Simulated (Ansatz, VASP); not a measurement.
**Two plane-wave programs on HfIn4SiO6**

INCAR

```
SYSTEM = HfIn4SiO6
ALGO = Normal
EDIFF = 1E-7
ENCUT = 520
GGA = PE
ISIF = 2
ISMEAR = -1
KPAR = 4
LASPH = .TRUE.
LCHARG = .FALSE.
LREAL = .FALSE.
LWAVE = .FALSE.
NBANDS = 63
NELM = 60
PREC = Accurate
SIGMA = 0.05
```

File KPOINTS:

```
k-points
0
G
  6 6 4
  0 0 0
```

The input POSCAR:

```
HfIn4SiO6
1.0
    2.6793223921     -4.6397538294      0.0044194520
    2.6793223921      4.6397538294      0.0044194520
   -1.8379100214      0.0000000000      7.3040816521
Hf In Si O
1 4 1 6
Direct
    0.2048000000      0.7952000000      0.0000000000
    0.3713900000      0.6286100000      0.5000000000
    0.5381200000      0.4618800000      0.0000000000
    0.0350000000      0.9650000000      0.5000000000
    0.7090700000      0.2909300000      0.5000000000
    0.8714600000      0.1285400000      0.0000000000
    0.1074100000      0.0691800000      0.8666700000
    0.9308200000      0.8925900000      0.1333300000
    0.8397500000      0.3782000000      0.8666900000
    0.6218000000      0.1602500000      0.1333100000
    0.1981300000      0.4689100000      0.1333800000
    0.5310900000      0.8018700000      0.8666200000
```

input.yaml

```yaml
crystal:
  lattice:
    - [2.6793223921, -4.6397538294, 0.004419452]
    - [2.6793223921, 4.6397538294, 0.004419452]
    - [-1.8379100214, 0.0, 7.3040816521]
  atoms:
    - { symbol: Hf, position: [0.2048, 0.7952, 0.0] }
    - { symbol: In, position: [0.37139, 0.62861, 0.5] }
    - { symbol: In, position: [0.53812, 0.46188, 0.0] }
    - { symbol: In, position: [0.035, 0.965, 0.5] }
    - { symbol: In, position: [0.70907, 0.29093, 0.5] }
    - { symbol: Si, position: [0.87146, 0.12854, 0.0] }
    - { symbol: O, position: [0.10741, 0.06918, 0.86667] }
    - { symbol: O, position: [0.93082, 0.89259, 0.13333] }
    - { symbol: O, position: [0.83975, 0.3782, 0.86669] }
    - { symbol: O, position: [0.6218, 0.16025, 0.13331] }
    - { symbol: O, position: [0.19813, 0.46891, 0.13338] }
    - { symbol: O, position: [0.53109, 0.80187, 0.86662] }
hamiltonian:
  xc: pbe
  pseudopotentials: { kind: paw }
kpoints:
  mp_grid: { grid: [6, 6, 4] }
scf:
  occupations: { method: fermi_dirac, width: 0.05 }
output:
  forces: true
  stress: true
  eigenvalues: true
```

Change from the starting cell: volume scaled by 0.96.

Alike in both runs: task single point; functional PBE; k mesh 6 × 6 × 4; occupations fermi-dirac, width 0.05 eV; no spin polarisation.

|  | VASP | Ansatz |
| --- | --- | --- |
| version | VASP 6.6.1 | Ansatz 0.2.0 |
| potentials or method | VASP PAW PBE potentials, release 64 (Hf_pv, In_d, Si, O) | Ansatz PAW |
| plane-wave cutoff (eV) | 520 | 420 |
| valence electrons in the cell | 102 | 118 |

Ansatz gave:

| Property | Result |
| --- | --- |
| gap on the k mesh at the Fermi level (eV) | none |
| pressure (GPa) | 5.3 |
| largest component of the traceless stress (GPa) | 1.58 |
| rms of the force components (eV/Å) | 0.186 |

**Question.** Estimate VASP's values.

**Answer.** gap on the k mesh at the Fermi level (eV): none; pressure (GPa): 4.9; largest component of the traceless stress (GPa): 1.50; rms of the force components (eV/Å): 0.166.

Atom by atom the forces differ by 0.058 eV/Å (rms over components). A gap of «none» marks a metal or a gap that the smearing closes. The two sets of potentials don't hold the same shells in valence.

Caveats: the pressure holds a Pulay correction of +0.5 GPa for the finite cutoff (Ansatz). Spin-orbit coupling is left out, which matters for the levels of Hf.
